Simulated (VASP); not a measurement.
Energy against volume of Hf (hcp). These are AM05 GGA, VASP's PBE PAW potentials (set 64) (plane waves; VASP 6.6.1) values and carry that method's errors. Run with 520 eV cut-off, 13×13×7 Γ-centred mesh, first-order Methfessel-Paxton smearing of 0.10 eV, potentials Hf_pv.

Shape and ions are relaxed at each volume.

```
V (Å³/atom)  E (eV/atom)
-----------  -----------
20.918         -10.26336
21.565         -10.27065
22.212         -10.26418
22.859         -10.24552
```

**Question.** Fit these four points and predict the energy of the run at 20.271 Å³/atom.

**Answer.** A cubic in V^(−2/3), the third-order Birch-Murnaghan form, passes through the four points with V0 = 21.57 Å³/atom and B0 = 113 GPa, and gives -10.2406 eV/atom there. The run gave -10.2405 eV/atom, +0.0 meV/atom from the fit; all five points give B0 = 113 GPa.

The compound is Hf in the hcp structure. It was relaxed first.
